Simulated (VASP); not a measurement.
A run of VASP 6.6.1 is set up as follows.

File INCAR:

```
PREC = Normal
ENCUT = 520
EDIFF = 1E-4
ISMEAR = 0
SIGMA = 0.15
LREAL = F
LASPH = T
NELM = 60
ALGO = Fast
ISIF = 3
LWAVE = F
LCHARG = F
GGA = PE
IBRION = 2
NSW = 24
EDIFFG = -0.08
KPAR = 2
```

The input KPOINTS:

```
Automatic mesh
0
Gamma
  4 4 4
```

Contents of POSCAR:

```
Al3Si2F
1.0
    2.4761333800      1.4295962700      4.1997726200
   -2.4761333800      1.4295962700      4.1997726200
    0.0000000000     -2.8591925400      4.1997726200
Al Si F
3 2 1
Direct
    0.0000000000      0.5000000000      0.5000000000
    0.5000000000      0.0000000000      0.5000000000
    0.5000000000      0.5000000000      0.0000000000
    0.1246170000      0.1246170000      0.1246170000
    0.8753830000      0.8753830000      0.8753830000
    0.5000000000      0.5000000000      0.5000000000
```

Potentials or basis: VASP PAW PBE potentials, release 64 (Al, Si, F).

The run is started by

```sh
$ cat potpaw_PBE.64/Al/POTCAR potpaw_PBE.64/Si/POTCAR potpaw_PBE.64/F/POTCAR > POTCAR
$ mpirun -np 2 vasp_std > vasp.out
```

**Question.** Predict the band gap on the k mesh.

**Answer.** None (metal or under the smearing width).

**Question.** What does it give for the space group after relaxing (to 0.05 Å)?

**Answer.** R-3m (No. 166).

**Question.** Estimate the relaxed volume.

**Answer.** 15.98 Å³/atom.

**Question.** Predict the relaxed cell.

**Answer.** a = 4.970 Å, b = 4.970 Å, c = 4.970 Å, α = 64.78°, β = 64.78°, γ = 64.78°.

Final structure:
```cif
data_structure
_symmetry_space_group_name_H-M 'P 1'
_symmetry_Int_Tables_number 1
_cell_length_a 4.9703
_cell_length_b 4.9703
_cell_length_c 4.9703
_cell_angle_alpha 64.779
_cell_angle_beta 64.779
_cell_angle_gamma 64.779
_cell_volume 95.90
loop_
_atom_site_label
_atom_site_type_symbol
_atom_site_fract_x
_atom_site_fract_y
_atom_site_fract_z
_atom_site_occupancy
Al1 Al 0.00000 0.50000 0.50000 1
Al2 Al 0.50000 0.00000 0.50000 1
Al3 Al 0.50000 0.50000 0.00000 1
Si1 Si 0.10834 0.10834 0.10834 1
Si2 Si 0.89166 0.89166 0.89166 1
F1 F 0.50000 0.50000 0.50000 1
```

Caveat: the k mesh is coarse (spacing up to 0.39 Å⁻¹), so the values aren't converged.
